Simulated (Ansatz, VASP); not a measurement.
# Cross-check of Cr3CdC between VASP and Ansatz

Aim: how closely do two programs agree when they are given the same cell, functional and k mesh? The cell is taken from a series of runs on this material, whose earlier steps may have relaxed, scaled, displaced or heated it; both programs get it as it stands.

Method: plane waves, with VASP 6.6.1 beside it; relaxation of cell and atoms at LDA, in Ansatz 0.2.0.

### 1. The starting structure

It takes space group Pm-3m (No. 221, cubic). The conventional cell has a = 3.854 Å, b = 3.854 Å, c = 3.854 Å, α = 90.00°, β = 90.00°, γ = 90.00°. Nearest to Cd lie 12 Cr at 2.73 Å. Nearest to Cr lie 2 C at 1.93 Å and 4 Cd at 2.73 Å and 8 Cr at 2.73 Å. Nearest to C lie 6 Cr at 1.93 Å. As first built, before any earlier steps moved the atoms (in the runner's words): invented: MgCo3C (Pm-3m) with Cr for Co, Cd for Mg. Farther neighbours are not listed.

As a file:

```cif
data_structure
_symmetry_space_group_name_H-M 'Pm-3m'
_symmetry_Int_Tables_number 221
_cell_length_a 3.8543
_cell_length_b 3.8543
_cell_length_c 3.8543
_cell_angle_alpha 90.000
_cell_angle_beta 90.000
_cell_angle_gamma 90.000
_cell_volume 57.26
loop_
_atom_site_label
_atom_site_type_symbol
_atom_site_symmetry_multiplicity
_atom_site_Wyckoff_symbol
_atom_site_fract_x
_atom_site_fract_y
_atom_site_fract_z
_atom_site_occupancy
Cd1 Cd 1 a 0.00000 0.00000 0.00000 1
Cr1 Cr 3 c 0.00000 0.50000 0.50000 1
C1 C 1 b 0.50000 0.50000 0.50000 1
```

### 2. Ansatz: relaxation of cell and atoms, LDA

Ansatz runs on its default PAW (the set named soft_2) files.

The relaxed volume is the usual yardstick between codes: in a stiff, nearly cubic crystal its relative difference is about their pressure difference at one cell divided by the bulk modulus.

File input.yaml:

```yaml
crystal:
  lattice:
    - [3.85429856, 0.0, 0.0]
    - [0.0, 3.85429856, 0.0]
    - [0.0, 0.0, 3.85429856]
  atoms:
    - { symbol: Cd, position: [0.0, 0.0, 0.0] }
    - { symbol: Cr, position: [0.0, 0.5, 0.5], spin: 2.5 }
    - { symbol: Cr, position: [0.5, 0.0, 0.5], spin: 2.5 }
    - { symbol: Cr, position: [0.5, 0.5, 0.0], spin: 2.5 }
    - { symbol: C, position: [0.5, 0.5, 0.5] }
magnetization:
  spin_polarized: true
kpoints:
  mp_grid: { grid: [10, 10, 10] }
hamiltonian:
  xc: lda
scf:
  occupations: { method: fermi_dirac, width: 0.1 }
  lower_state_search: "off"
relax:
  adjacent_minimum: "off"
  f_tol: 0.01
  max_steps: 60
  cell: {}
```

Run with:

```console
ansatz run input.yaml --threads 2 --pin off --max-ram 5120MiB --backend cpu --events-out ev --progress --plain --runs-dir out
```

Numbers of over 12 decimals in the logs are rounded to 6 here.

The log of the run:

```text
Engine: ansatz 0.2.0, aarch64-unknown-linux-gnu
Pseudopotentials: kind: paw
Pseudopotential: Cd, paw, valence charge 20, recommended cutoff 420 eV (normal), Cd.paw.azcp
Pseudopotential: Cr, paw, valence charge 14, recommended cutoff 420 eV (normal), Cr.paw.azcp
Pseudopotential: C, paw, valence charge 4, recommended cutoff 420 eV (normal), C.paw.azcp
Functional definition: SPW92
  exchange = slater_x
  correlation = pw_c
Crystal: 5 atoms, lattice volume = 57.258 Å³
Basis set: ecut = 420 eV, 1141 PW (Γ)
Bands: 45, of which v1, the nominal top of the filled ones, is band 33 counted from 1 (32 counted from 0)
Symmetry: 48 space group operations
Space group: Pm-3m (ITA 221), of the structure as read, at distance tolerance 3.9e-5 Å
Magnetic group: BNS 221.92 (UNI 1594), of the structure as read, at distance tolerance 3.9e-5 Å
k-points: 56 of 1000
Non-local potential: Cd, projectors of the file, l = 0: 3, l = 1: 2, l = 2: 2, l = 3: 1
Non-local potential: Cr, projectors of the file, l = 0: 3, l = 1: 2, l = 2: 3, l = 3: 1
Non-local potential: C, projectors of the file, l = 0: 2, l = 1: 2, l = 2: 1
PAW form: soft (Blöchl's): semilocal exchange-correlation on the pseudo side does not see the compensation charge
PAW frozen core: Cd, regenerated for the run's functional, and the local potential with it (the file was generated under x = pbe(κ = 0.804, μ = 0.219515), c = pbe(β = 0.066725))
PAW frozen core: Cr, regenerated for the run's functional, and the local potential with it (the file was generated under x = pbe(κ = 0.804, μ = 0.219515), c = pbe(β = 0.066725))
PAW frozen core: C, regenerated for the run's functional, and the local potential with it (the file was generated under x = pbe(κ = 0.804, μ = 0.219515), c = pbe(β = 0.066725))
PAW one-centre angular grid: Cd, 590 points (default); XC on 64 Gauss nodes
PAW one-centre angular grid: Cr, 590 points (default); XC on 64 Gauss nodes
PAW one-centre angular grid: C, 110 points (default); XC on 64 Gauss nodes
Initial density: superposition of atomic densities (chi_scale 0.1, normalization cell, long waves kept (reshape's long-wave potential 0.00 eV rms))
Starting moments: Σ|m| = 7.5 μB on 3 of 5 sites
Initial wavefunctions: pseudopotential atomic-orbital guess
Functional: x = slater, c = lda
SCF iter   1: F=—  HF=-18334.513900 eV  |F-HF|=—  |Δ(HF+E_count)|=         —  Δρ=1.99e-1 (↑1.99e-1 ↓7.00e-2)  dr2=2.86e1  dr2_m=5.65e0  M=3.949 μB ∫|m|=4.085 μB  β_m=0.30  ethr=3.10e-3  ⟨swp⟩=5.3  Hψ=15580  notcnv=0
preconditioner: auto → Kerker (q_TF=auto, 2.794 Å⁻¹)  [metal: Δε(μ)=0.010 eV  Ē_g=9.507 eV  σ=0.100 eV  W_gap=0.02  n_scr=18 (ndim 8)  ℏωp=28.6 eV  f_vac=0.000  D(μ)=5.01/eV (n_scr^D=56)]
spin=Collinear: Kerker preconditioning applied to the charge; magnetization (m = ρ↑ − ρ↓) channel mixes plain (no charge-response kernel on spin).
SCF iter   2: F=—  HF=-18329.862182 eV  |F-HF|=—  |Δ(HF+E_count)|=    4.65e0  Δρ=9.62e-2 (↑9.62e-2 ↓5.00e-2)  dr2=6.01e0  dr2_m=2.00e0  M=4.206 μB ∫|m|=4.386 μB  β_m=0.30  ethr=3.10e-3  ⟨swp⟩=3.0  Hψ=10883  notcnv=0  defer=106
SCF iter   3: F=—  HF=-18328.723642 eV  |F-HF|=—  |Δ(HF+E_count)|=    1.14e0  Δρ=4.72e-2 (↑3.56e-2 ↓4.72e-2)  dr2=5.20e-1  dr2_m=7.71e-1  M=4.300 μB ∫|m|=4.508 μB  β_m=0.30  ethr=3.10e-3  ⟨swp⟩=2.3  Hψ=8867  notcnv=0  defer=122
SCF iter   4: F=—  HF=-18328.640042 eV  |F-HF|=—  |Δ(HF+E_count)|=   8.36e-2  Δρ=4.29e-2 (↑4.29e-2 ↓3.12e-2)  dr2=1.51e-1  dr2_m=6.96e-1  M=3.966 μB ∫|m|=4.160 μB  β_m=0.30  ethr=7.88e-4  ⟨swp⟩=2.2  Hψ=10019  notcnv=0  defer=132
SCF iter   5: F=—  HF=-18328.679700 eV  |F-HF|=—  |Δ(HF+E_count)|=   3.97e-2  Δρ=3.04e-2 (↑2.60e-2 ↓3.04e-2)  dr2=5.85e-2  dr2_m=4.05e-1  M=3.856 μB ∫|m|=4.048 μB  β_m=0.30  ethr=2.28e-4  ⟨swp⟩=2.3  Hψ=8315  notcnv=0  defer=132
SCF iter   6: F=—  HF=-18328.712622 eV  |F-HF|=—  |Δ(HF+E_count)|=   3.29e-2  Δρ=2.50e-2 (↑2.50e-2 ↓2.37e-2)  dr2=5.04e-3  dr2_m=3.11e-1  M=3.677 μB ∫|m|=3.859 μB  β_m=0.30  ethr=8.86e-5  ⟨swp⟩=2.0  Hψ=8603  notcnv=0  defer=134
SCF iter   7: F=—  HF=-18328.742881 eV  |F-HF|=—  |Δ(HF+E_count)|=   3.03e-2  Δρ=2.14e-2 (↑1.94e-2 ↓2.14e-2)  dr2=5.53e-3  dr2_m=2.18e-1  M=3.547 μB ∫|m|=3.721 μB  β_m=0.30  ethr=7.64e-6  ⟨swp⟩=2.0  Hψ=9224  notcnv=0  defer=134
SCF iter   8: F=—  HF=-18328.766313 eV  |F-HF|=—  |Δ(HF+E_count)|=   2.34e-2  Δρ=1.89e-2 (↑1.89e-2 ↓1.77e-2)  dr2=1.18e-3  dr2_m=1.76e-1  M=3.397 μB ∫|m|=3.560 μB  β_m=0.30  ethr=7.64e-6  ⟨swp⟩=2.2  Hψ=7736  notcnv=0  defer=134
SCF iter   9: F=—  HF=-18328.784929 eV  |F-HF|=—  |Δ(HF+E_count)|=   1.86e-2  Δρ=1.68e-2 (↑1.68e-2 ↓1.60e-2)  dr2=5.60e-4  dr2_m=1.41e-1  M=3.261 μB ∫|m|=3.416 μB  β_m=0.30  ethr=1.79e-6  ⟨swp⟩=2.6  Hψ=8284  notcnv=0  defer=134
[...]
SCF 1 converged in 22 iterations: F = -18328.933035 eV  dr2 = 1.01e-10
  greatest PAW one-centre occupation: 1.000 electrons in one spin orbital (limit 2), on the Cr atom at site 3 (counted from 0), in its partial waves of l = 0
relax step   1: F+E_penalty+E_count = -18328.93303455 eV  Δ(F+E_penalty+E_count) = +0.000e0 eV  max|allowed force component| = 3.231e-28 eV/Å  Δτ_max = 0.0000 Å  P = +0.180 GPa  Ω = 57.258 Å³  (22 SCF iters, dr2 threshold 1.00e-7 eV, accepted)
[...]
relax step   2: F+E_penalty+E_count = -18328.93300819 eV  Δ(F+E_penalty+E_count) = +2.636e-5 eV  max|allowed force component| = 2.062e-29 eV/Å  Δτ_max = 0.0000 Å  P = +0.036 GPa  Ω = 57.291 Å³  energy of the carried Pulay correction = -4.888e-5 eV  (9 SCF iters, dr2 threshold 8.10e-8 eV, accepted)
[...]
relax step   3: F+E_penalty+E_count = -18328.93308464 eV  Δ(F+E_penalty+E_count) = -7.645e-5 eV  max|allowed force component| = 1.178e-29 eV/Å  Δτ_max = 0.0000 Å  P = +0.037 GPa  Ω = 57.291 Å³  stress off target by 3.69e-2 GPa  SCF on the basis re-selected at this cell (its energy is not comparable with the rows above)  (4 SCF iters)
basis re-selected at this cell: Δ(F+E_penalty+E_count) = -7.645e-5 eV, ΔP = +0.001 GPa vs the last step (what re-selecting the basis moved, of the pressure what is left beyond the Pulay correction that the steps carried, after the strain that the cell walked since its last selection, with what the two solves' SCF thresholds leave and, on support functions, any second-order correction that the steps lacked; it is no m [...]
SCF converged after 4 iterations
Magnetization: -0.0000 μB (33.0000 up, 33.0000 down)
Absolute magnetization: 0.0000 μB (∫|ρ↑−ρ↓|, with the PAW one-centre terms)
Spin contamination: 0.0000 ħ² per cell (⟨S²⟩ above its minimum at these occupations)
Per-site moments (μB) at R_I (Å): [(-1.1957807413612872e-7, 1.124447), (-4.8520715243257444e-6, 0.795104), (-4.852071524313939e-6, 0.795104), (-4.852071524235488e-6, 0.795104), (1.16193848678371e-7, 0.795104)]
Free energy (F): -18328.933085 eV
Harris-Foulkes:  -18328.933085 eV  (|F-HF|=3.64e-12)
Internal energy: -18328.706988 eV  (E = F + TS)
E sigma→0 (E₀):  -18328.820036 eV
Entropy (-TS):   -0.226097 eV (-45.219 meV/atom)
Fermi energy:    18.269477 eV
--- Per-component energies (eV) ---
  E_band       = -745.359505
  E_kinetic    = 1632.384912
  E_local      = -6289.349875  (includes V_loc(G=0)·N_el)
  E_nonlocal   = 317.091138
  E_hartree    = 2839.169579
  E_xc         = -644.490052
  E_vxc        = -821.185640  (∫ρ·V_xc dr)
  E_paw        = -7458.223067  (= ΣΔE_a)
  E_vpaw       = -1262.640380  (= ΣTr[D̂ρ^β])
  E_aug_tail   = 0.000982  (compensation charges beyond the density's cutoff)
  E_ewald      = -8727.215380
  E_core_change = 1.924776  (= ΣΔE_core)
  E_smearing   = -0.226097  (= −TS)
  E_closure    = -0.000000  (closes the sum)
  Σ components = -18328.933085   (vs F -18328.933085, Δ=0.00e0)
--- Forces (eV/Å), atoms counted from 1 ---
  atom   1  Cd     0.00000000    -0.00000000     0.00000000
  atom   2  Cr     0.00000000     0.00000000     0.00000000
  atom   3  Cr     0.00000000     0.00000000     0.00000000
  atom   4  Cr     0.00000000     0.00000000    -0.00000000
  atom   5  C     -0.00000000    -0.00000000     0.00000000
  max |Σ_I F_I| component: 4.21e-30 eV/Å
--- Stress (GPa, compression-positive) ---
        0.036938       0.000000       0.000000
        0.000000       0.036938       0.000000
        0.000000       0.000000       0.036938
  P = ⅓ Tr σ = 0.0369 GPa (0.369 kbar)
--- Relaxed structure (2 steps of the walk, 2 accepted, 1 SCFs on fresh bases) ---
  F+E_penalty+E_count = -18328.93308464 eV   max|allowed force component| = 1.178e-29 eV/Å   (the final SCF, on the basis selected at the relaxed cell)
  cell:  # Å, volume = 57.2914 Å³
    - [3.855049, 0, 0]
    - [0, 3.855049, 0.0]
    - [0, 0.0, 3.855049]
  atoms:
    - { symbol: Cd, position: [0, 0, 0] }
    - { symbol: Cr, position: [0, 0.5, 0.5] }
    - { symbol: Cr, position: [0.5, 0, 0.5] }
    - { symbol: Cr, position: [0.5, 0.5, 0] }
    - { symbol: C, position: [0.5, 0.5, 0.5] }
```

The column dr2 measures how far the density is from self-consistency, as an energy; F and HF (Harris–Foulkes) agree once it is small.

[end of part 1 of 2]

[Lines on the potential files, build, host, timing and source positions are cut from VASP's logs without a mark.]

[Logs are printed without paths, hosts, clocks, repeated set-up lines and the standing remarks that a program may print on its own settings, such as how far it seeks lower states.]

[Hosts, paths, dates, database ids (printed as entryN), source tags and the programs' standing remarks are cut or masked in the printed files.]
